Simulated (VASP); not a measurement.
Input:

```xyz
2
Lattice="0.0000 2.5451 2.5451 2.5451 0.0000 2.5451 2.5451 2.5451 0.0000" Properties=species:S:1:pos:R:3 pbc="T T T"
Si     0.0000     0.0000     0.0000
Si     1.2726     1.2726     1.2726
```

These are PBE GGA, VASP's PBE PAW potentials (set 64) (plane waves; VASP 6.6.1) values and carry that method's errors. Numerical set-up: 500 eV cut-off, 9×9×9 Γ-centred mesh, Gaussian smearing of 0.050 eV, potentials Si.

Energy and stress use the plane-wave basis of the starting cell.

Q: The ions, cell shape and volume at an external pressure of 45.0 GPa are relaxed. Give the cell that the relaxation ends in.

A: 
```xyz
2
Lattice="0.0000 2.4887 2.4887 2.4887 0.0000 2.4887 2.4887 2.4887 0.0000" Properties=species:S:1:pos:R:3 pbc="T T T"
Si     0.0000     0.0000     0.0000
Si     1.2443     1.2443     1.2443
```
Space group Fd-3m (227), at a tolerance of 0.03 Å.

Q: How do energy and volume change from the first to the last step?

A: The energy (σ→0) changes by +248.2 meV/atom and the volume by -6.5 %, in 4 ionic steps.

The compound is Si in the diamond structure. This run relaxes it under an external pressure of 45 GPa. Symmetry was kept, so distortions that lower it aren't found.
